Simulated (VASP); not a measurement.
Input:

```
CELL_PARAMETERS angstrom
      2.27550     1.31376     1.80422
     -2.27550     1.31376     1.80422
      0.00000    -2.62752     1.80422
ATOMIC_POSITIONS crystal
  Te 0.50000 0.50000 0.50000
```

All values below come from r2SCAN meta-GGA with spin-orbit coupling, VASP's PBE PAW potentials (set 64) (plane waves; VASP). Numerical set-up: 400 eV cut-off, 10×10×10 Γ-centred mesh, Gaussian smearing of 0.050 eV, potentials Te.

Problem. Give the energies of bands 3 to 13 at the high-symmetry points, in eV from the Fermi level.

Solution. 
| band | Γ | L | T | P0 | F |
|---|---|---|---|---|---|
| 3 | 0.42 | -6.49 | -3.95 | -3.85 | -5.13 |
| 4 | 0.42 | -6.49 | -3.95 | -3.85 | -5.13 |
| 5 | 1.43 | 2.17 | -3.19 | -3.14 | -4.61 |
| 6 | 1.43 | 2.17 | -3.19 | -3.14 | -4.61 |
| 7 | 1.52 | 3.00 | -2.99 | -2.85 | 2.27 |
| 8 | 1.52 | 3.00 | -2.99 | -2.85 | 2.27 |
| 9 | 6.23 | 8.02 | 4.52 | 4.72 | 4.01 |
| 10 | 6.23 | 8.02 | 4.52 | 4.72 | 4.01 |
| 11 | 6.23 | 10.08 | 4.57 | 4.86 | 11.30 |
| 12 | 6.23 | 10.08 | 4.57 | 4.86 | 11.30 |
| 13 | 7.14 | 10.24 | 4.90 | 4.91 | 12.79 |

It has no gap at this level: it comes out as a metal or semimetal.

The structure comes from a computed database's Te entry (R-3m); how it stands against other phases isn't given here. It was relaxed first.
